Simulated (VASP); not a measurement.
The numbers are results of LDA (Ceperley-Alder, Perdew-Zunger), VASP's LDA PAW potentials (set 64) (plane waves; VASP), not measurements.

VASP ran on this input.

KPOINTS:
```
Automatic mesh
0
Gamma
6 6 4
0 0 0
```

File POSCAR:
```
CdS
1
    2.0286000000    -3.5136380000     0.0000000000
    2.0286000000     3.5136380000     0.0000000000
    0.0000000000     0.0000000000     6.5856000000
Cd S
2 2
Direct
  0.6666670000   0.3333330000   0.5000000000
  0.3333330000   0.6666670000   0.0000000000
  0.6666670000   0.3333330000   0.8770000000
  0.3333330000   0.6666670000   0.3770000000
```

INCAR:
```
SYSTEM  =  CdS
PREC  =  Accurate; ENCUT  =  300; LREAL  =  .False.
LASPH  =  .True.
EDIFF  =  1E-6; NELM  =  100; ALGO  =  Normal
LMAXMIX  =  4
ISMEAR  =  -1; SIGMA  =  0.02
ISIF  =  2
LWAVE  =  .False.; LCHARG  =  .False.
```

POTCAR, in this order: Cd S (LDA.64 set). Program: vasp_std.

Output of the run:

**OSZICAR**
```
       N       E                     dE             d eps       ncg     rms          rms(c)
DAV:   1     0.172141475007E+03    0.17214E+03   -0.13604E+04   964   0.988E+02
DAV:   2    -0.751170679623E+01   -0.17965E+03   -0.17651E+03  1020   0.292E+02
DAV:   3    -0.157413405008E+02   -0.82296E+01   -0.82077E+01  1116   0.632E+01
DAV:   4    -0.158234765239E+02   -0.82136E-01   -0.82089E-01  1080   0.617E+00
DAV:   5    -0.158249031834E+02   -0.14267E-02   -0.14266E-02  1116   0.763E-01    0.136E+01
DAV:   6    -0.148488651015E+02    0.97604E+00   -0.23402E+00  1230   0.167E+01    0.102E+01
DAV:   7    -0.148112663248E+02    0.37599E-01   -0.87171E-01  1074   0.548E+00    0.343E+00
DAV:   8    -0.147933592316E+02    0.17907E-01   -0.16118E-01  1078   0.402E+00    0.576E-01
DAV:   9    -0.147920978619E+02    0.12614E-02   -0.22335E-02  1120   0.199E+00    0.152E-01
DAV:  10    -0.147917787376E+02    0.31912E-03   -0.13593E-03  1134   0.468E-01    0.700E-02
DAV:  11    -0.147917932667E+02   -0.14529E-04   -0.11237E-04  1086   0.706E-02    0.560E-02
DAV:  12    -0.147918114839E+02   -0.18217E-04   -0.38422E-05  1032   0.308E-02    0.414E-02
DAV:  13    -0.147917983092E+02    0.13175E-04   -0.54535E-05  1026   0.615E-02    0.145E-02
DAV:  14    -0.147917987741E+02   -0.46491E-06   -0.44262E-06  1038   0.139E-02
   1 F= -.14791799E+02 E0= -.14791799E+02  d E =-.167819E-10
```

File OUTCAR:
```
------------------------ aborting loop because EDIFF is reached ----------------------------------------
  FORCE on cell =-STRESS in cart. coord.  units (eV):
  Direction    XX          YY          ZZ          XY          YZ          ZX
  --------------------------------------------------------------------------------------
  Total        0.8848759      0.8848757      0.9905097      0.0000000      0.0000000      0.0000000
  in kB       15.1012939     15.1012916     16.9040416      0.0000000      0.0000000      0.0000000
  external PRESSURE =      15.7022090 kB  Pullay stress =       0.0000000 kB
  volume of cell :       93.88
      direct lattice vectors                 reciprocal lattice vectors
     2.028600000 -3.513638000  0.000000000     0.246475402 -0.142302650  0.000000000
     2.028600000  3.513638000  0.000000000     0.246475402  0.142302650  0.000000000
     0.000000000  0.000000000  6.585600000     0.000000000  0.000000000  0.151846453
  FREE ENERGIE OF THE ION-ELECTRON SYSTEM (eV)
  ---------------------------------------------------
  free  energy   TOTEN  =       -14.7917987741 eV

  energy  without entropy=      -14.7917987741  energy(sigma->0) =      -14.79179877
```
(Selected blocks of OUTCAR.)

At this cut-off the stress carries a Pulay error, which pulls relaxed volumes low.

The structure is a typed CdS crystal. The cell was not relaxed at this level, and its volume differs by -5.9 % from the start's.
